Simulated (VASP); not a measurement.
```
ZrS2
1.0
    1.85814    -3.21839     0.00000
    1.85814     3.21839     0.00000
    0.00000     0.00000     5.88486
Zr S
1 2
Direct
  0.00000   0.00000   0.00000
  0.33333   0.66667   0.24970
  0.66667   0.33333   0.75030
```

The numbers are results of optB88-vdW, VASP's PBE PAW potentials (set 64) (plane waves; VASP 6.6.1), not measurements. Settings: 520 eV cut-off, 7×7×4 Γ-centred mesh, Gaussian smearing of 0.050 eV, potentials Zr_sv S.

### Question
The ions and cell shape at fixed volume are relaxed. Give the cell that the relaxation ends in.

### Answer

```
ZrS2
1.0
    1.84512    -3.19585     0.00000
    1.84512     3.19585     0.00000
    0.00000     0.00000     5.96819
Zr S
1 2
Cartesian
  0.00000   0.00000   0.00000
  1.84512   1.06528   1.45430
  1.84512  -1.06528   4.51390
```
Space group P-3m1 (164), at a tolerance of 0.03 Å.

### Question
How much energy does the relaxation gain?

### Answer
The energy (σ→0) changes by -4.4 meV/atom, in 6 ionic steps.

The compound is ZrS2 in the 1T layered structure. This cell is one point of a volume scan, at 1.03 of the reference volume. Symmetry was kept, so distortions that lower it aren't found.
